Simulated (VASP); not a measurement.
Input:

```
CELL_PARAMETERS angstrom
      0.00000     2.95319     2.95319
      2.95319     0.00000     2.95319
      2.95319     2.95319     0.00000
ATOMIC_POSITIONS crystal
  Hg 0.00000 0.00000 0.00000
  S  0.25000 0.25000 0.25000
```

Method: AM05 GGA, VASP's PBE PAW potentials (set 64) (plane waves; VASP). Run with 520 eV cut-off, Gaussian smearing of 0.050 eV, potentials Hg S.

Give the energies of bands 2 to 11 at the high-symmetry points, in eV from the Fermi level.

```
band      Γ      X      U      L      W
----  -----  -----  -----  -----  -----
2     -6.96  -6.82  -6.72  -6.77  -6.63
3     -6.96  -6.37  -6.48  -6.77  -6.50
4     -6.96  -6.37  -6.29  -6.04  -6.21
5     -6.10  -5.96  -6.03  -6.04  -6.16
6     -6.10  -5.68  -5.49  -5.72  -5.37
7     -0.50  -4.79  -5.01  -5.36  -5.06
8      0.00  -2.24  -2.76  -0.94  -2.69
9      0.00  -2.24  -1.81  -0.94  -2.25
10     0.00   3.16   3.26   1.56   3.72
11     6.02   3.48   4.74   6.75   5.35
```

It has no gap at this level: it comes out as a metal or semimetal.

The compound is HgS in the zinc blende structure, metacinnabar; cinnabar is the stable form. It was relaxed first.
